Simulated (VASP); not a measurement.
Output of a VASP run:

File OUTCAR:
```
 ion  position               nearest neighbor table
   1  0.000  0.000  0.000-   2 2.97   2 2.97   2 2.97   2 2.97   2 2.97   2 2.97
   2  0.500  0.500  0.500-   1 2.97   1 2.97   1 2.97   1 2.97   1 2.97   1 2.97
  LATTYP: Found a face centered cubic cell.
 ALAT       =     5.9400000000
 Subroutine PRICEL returns:
 Original cell was already a primitive cell.
 Subroutine GETGRP returns: Found 48 space group operations
The static configuration has the point symmetry O_h .
The dynamic configuration has the point symmetry O_h .
 Subroutine INISYM returns: Found 48 space group operations
 Subroutine IBZKPT returns following result:
 Found     20 irreducible k-points:

 Following reciprocal coordinates:
            Coordinates               Weight
  0.000000  0.000000  0.000000      1.000000
  0.142857  0.000000  0.000000      8.000000
  0.285714  0.000000  0.000000      8.000000
  0.428571  0.000000  0.000000      8.000000
  0.142857  0.142857  0.000000      6.000000
  0.285714  0.142857  0.000000     24.000000
  0.428571  0.142857  0.000000     24.000000
 -0.428571  0.142857  0.000000     24.000000
 -0.285714  0.142857  0.000000     24.000000
 -0.142857  0.142857  0.000000     12.000000
  0.285714  0.285714  0.000000      6.000000
  0.428571  0.285714  0.000000     24.000000
 -0.428571  0.285714  0.000000     24.000000
 -0.285714  0.285714  0.000000     12.000000
  0.428571  0.428571  0.000000      6.000000
 -0.428571  0.428571  0.000000     12.000000
  0.428571  0.285714  0.142857     24.000000
 -0.428571  0.285714  0.142857     48.000000
 -0.428571  0.428571  0.142857     24.000000
 -0.285714  0.428571  0.142857     24.000000
   k-points           NKPTS =     20   k-points in BZ     NKDIM =     20   number of bands    NBANDS=     14
   number of dos      NEDOS =    301   number of ions     NIONS =      2
   total plane-waves  NPLWV =  32768
   dimension x,y,z NGX =    32 NGY =   32 NGZ =   32
   dimension x,y,z NGXF=    64 NGYF=   64 NGZF=   64
   ions per type =               1   1
   PREC   = accura    normal or accurate (medium, high low for compatibility)
   ISTART =      0    job   : 0-new  1-cont  2-samecut
   ICHARG =      2    charge: 1-file 2-atom 10-const
   ISPIN  =      1    spin polarized calculation?
   LNONCOLLINEAR =      F non collinear calculations
   LSORBIT =      F    spin-orbit coupling
   INIWAV =      1    electr: 0-lowe 1-rand  2-diag
   ENCUT  =  520.0 eV  38.22 Ry    6.18 a.u.   7.81  7.81  7.81*2*pi/ulx,y,z
   NELM   =    100;   NELMIN=  2; NELMDL= -5     # of ELM steps
   EDIFF  = 0.1E-05   stopping-criterion for ELM
   LREAL  =      F    real-space projection
   NLSPLINE    = F    spline interpolate recip. space projectors
   LMAXMIX     =    4 max onsite mixed and CHGCAR
   VOSKOWN=      0    Vosko Wilk Nusair interpolation
   EDIFFG = -.1E-01   stopping-criterion for IOM
   NSW    =     60    number of steps for IOM
   NBLOCK =      1;   KBLOCK =     60    inner block; outer block
   IBRION =      2    ionic relax: 0-MD 1-quasi-New 2-CG
   NFREE  =      1    steps in history (QN), initial steepest desc. (CG)
   ISIF   =      3    stress and relaxation
   ISYM   =      2    0-nonsym 1-usesym 2-fastsym
   TEIN   =    0.0    initial temperature
   TEBEG  =    0.0;   TEEND  =   0.0 temperature during run
   SMASS  =  -3.00    Nose mass-parameter (am)
   PSTRESS=    0.0 pullay stress
   NELECT =      20.0000    total number of electrons
   EFERMI =   0.00;   METHOD = LEGACY
   ISMEAR =     0;   SIGMA  =   0.05  broadening in eV -4-tet -1-fermi 0-gaus
   IALGO  =     38    algorithm
   LDIAG  =      T    sub-space diagonalisation (order eigenvalues)
   IMIX   =      4    mixing-type and parameters
     AMIX     =   0.40;   BMIX     =  1.00
     AMIX_MAG =   1.60;   BMIX_MAG =  1.00
     AMIN     =   0.10
   METAGGA = RTPSS    functional components
   VOSKOWN =     0    Vosko Wilk Nusair interpolation
   LHFCALC =     F    Hartree Fock is set to
   LHFONE  =     F    Hartree Fock one center treatment
...
```

**OSZICAR**
```
...
DAV:   4     0.304708337064E+02   -0.26452E+00   -0.26440E+00   592   0.173E+01
DAV:   5     0.304617481088E+02   -0.90856E-02   -0.90854E-02   810   0.335E+00    0.625E+00
DAV:   6     0.340750867875E+02    0.36133E+01   -0.73478E+00   560   0.377E+01    0.213E+00
DAV:   7     0.338619392106E+02   -0.21315E+00   -0.41077E-01   710   0.927E+00    0.154E+00
DAV:   8     0.339131284239E+02    0.51189E-01   -0.51615E-01   688   0.419E+00    0.102E+00
DAV:   9     0.339216143222E+02    0.84859E-02   -0.11708E-01   560   0.409E+00    0.839E-01
DAV:  10     0.338730053647E+02   -0.48609E-01   -0.23329E-02   560   0.219E+00    0.376E-01
DAV:  11     0.338684835811E+02   -0.45218E-02   -0.13441E-02   602   0.213E+00    0.884E-02
DAV:  12     0.338684424332E+02   -0.41148E-04   -0.37527E-04   704   0.185E-01    0.949E-02
DAV:  13     0.338681234623E+02   -0.31897E-03   -0.19808E-04   692   0.265E-01    0.504E-02
DAV:  14     0.338679217150E+02   -0.20175E-03   -0.61948E-04   584   0.446E-01    0.371E-02
DAV:  15     0.338678901823E+02   -0.31533E-04   -0.35845E-05   584   0.706E-02    0.295E-02
DAV:  16     0.338678609224E+02   -0.29260E-04   -0.84424E-06   638   0.380E-02    0.137E-02
DAV:  17     0.338678649160E+02    0.39936E-05   -0.61198E-06   668   0.493E-02    0.449E-03
DAV:  18     0.338678583059E+02   -0.66101E-05   -0.28300E-06   488   0.329E-02    0.223E-03
DAV:  19     0.338678584175E+02    0.11164E-06   -0.13572E-07   316   0.477E-03
   1 F= 0.33867858E+02 E0= 0.33867858E+02  d E =0.338679E+02
       N       E                     dE             d eps       ncg     rms          rms(c)
DAV:   1     0.338158552648E+02   -0.52003E-01   -0.18978E+00   692   0.259E+01    0.139E+00
DAV:   2     0.338581171209E+02    0.42262E-01   -0.82311E-02   674   0.497E+00    0.543E-01
DAV:   3     0.338670676706E+02    0.89505E-02   -0.46880E-02   698   0.398E+00    0.143E-01
DAV:   4     0.338670865337E+02    0.18863E-04   -0.35910E-03   578   0.950E-01    0.755E-02
DAV:   5     0.338673549002E+02    0.26837E-03   -0.20576E-03   596   0.761E-01    0.354E-02
DAV:   6     0.338663600339E+02   -0.99487E-03   -0.44095E-04   560   0.310E-01    0.184E-02
DAV:   7     0.338663476652E+02   -0.12369E-04   -0.57551E-05   692   0.130E-01    0.303E-03
DAV:   8     0.338663339431E+02   -0.13722E-04   -0.57607E-06   572   0.230E-02    0.325E-03
DAV:   9     0.338663312828E+02   -0.26603E-05   -0.80055E-06   674   0.590E-02    0.228E-03
DAV:  10     0.338663290325E+02   -0.22503E-05   -0.24118E-06   430   0.315E-02    0.725E-04
DAV:  11     0.338663290943E+02    0.61817E-07   -0.83929E-08   316   0.374E-03
   2 F= 0.33866329E+02 E0= 0.33866329E+02  d E =-.152932E-02
       N       E                     dE             d eps       ncg     rms          rms(c)
DAV:   1     0.338624632217E+02   -0.38658E-02   -0.13371E-01   686   0.667E+00    0.376E-01
DAV:   2     0.338655460018E+02    0.30828E-02   -0.59720E-03   686   0.136E+00    0.145E-01
DAV:   3     0.338661755604E+02    0.62956E-03   -0.32913E-03   698   0.106E+00    0.404E-02
DAV:   4     0.338661653469E+02   -0.10213E-04   -0.26223E-04   584   0.257E-01    0.208E-02
DAV:   5     0.338662002201E+02    0.34873E-04   -0.18677E-04   602   0.234E-01    0.107E-02
DAV:   6     0.338660987006E+02   -0.10152E-03   -0.40600E-05   566   0.100E-01    0.524E-03
DAV:   7     0.338660960258E+02   -0.26747E-05   -0.52999E-06   692   0.393E-02    0.870E-04
DAV:   8     0.338660954021E+02   -0.62375E-06   -0.47337E-07   388   0.682E-03
   3 F= 0.33866095E+02 E0= 0.33866095E+02  d E =-.176302E-02
```

### OUTCAR
```
------------------------ aborting loop because EDIFF is reached ----------------------------------------
  FORCE on cell =-STRESS in cart. coord.  units (eV):
  Direction    XX          YY          ZZ          XY          YZ          ZX
  --------------------------------------------------------------------------------------
  Total       -0.0059669     -0.0059669     -0.0059669     -0.0000000      0.0000000     -0.0000000
  in kB       -0.1799735     -0.1799735     -0.1799735     -0.0000000      0.0000000     -0.0000000
  external PRESSURE =      -0.1799735 kB  Pullay stress =       0.0000000 kB
  volume of cell :       53.12
      direct lattice vectors                 reciprocal lattice vectors
     0.000000000  2.983594120  2.983594120    -0.167583116  0.167583116  0.167583116
     2.983594120 -0.000000000  2.983594120     0.167583116 -0.167583116  0.167583116
     2.983594120  2.983594120 -0.000000000     0.167583116  0.167583116 -0.167583116
  FREE ENERGIE OF THE ION-ELECTRON SYSTEM (eV)
  ---------------------------------------------------
  free  energy   TOTEN  =        33.8660954021 eV

  energy  without entropy=       33.8660954021  energy(sigma->0) =       33.86609540

 reached required accuracy - stopping structural energy minimisation
```
(Selected blocks of OUTCAR.)

File POSCAR:
```
PbS
1
    0.0000000000     2.9700000000     2.9700000000
    2.9700000000     0.0000000000     2.9700000000
    2.9700000000     2.9700000000     0.0000000000
Pb S
1 1
Direct
  0.0000000000   0.0000000000   0.0000000000
  0.5000000000   0.5000000000   0.5000000000
```

Problem. Reconstruct the remaining input files.

Solution. This is not unique; one that fits is the input of the run itself, revTPSS meta-GGA, plane waves, VASP's PBE PAW potentials (set 64).

INCAR:
```
ALGO  =  Normal
EDIFF  =  1E-6
EDIFFG  =  -0.01
ENCUT  =  520
IBRION  =  2
ISIF  =  3
ISMEAR  =  0
LASPH  =  .True.
LCHARG  =  .False.
LMAXMIX  =  4
LMIXTAU  =  .True.
LREAL  =  .False.
LWAVE  =  .False.
METAGGA  =  RTPSS
NELM  =  100
NSW  =  60
PREC  =  Accurate
SIGMA  =  0.05
SYSTEM  =  PbS
```

KPOINTS:
```
Automatic
0
G
7 7 7
```

POTCAR, in this order: Pb_d S (PBE.64 set). Program: vasp_std.

The compound is PbS in the rock salt structure. This run relaxes it. Symmetry was kept, so distortions that lower it aren't found.
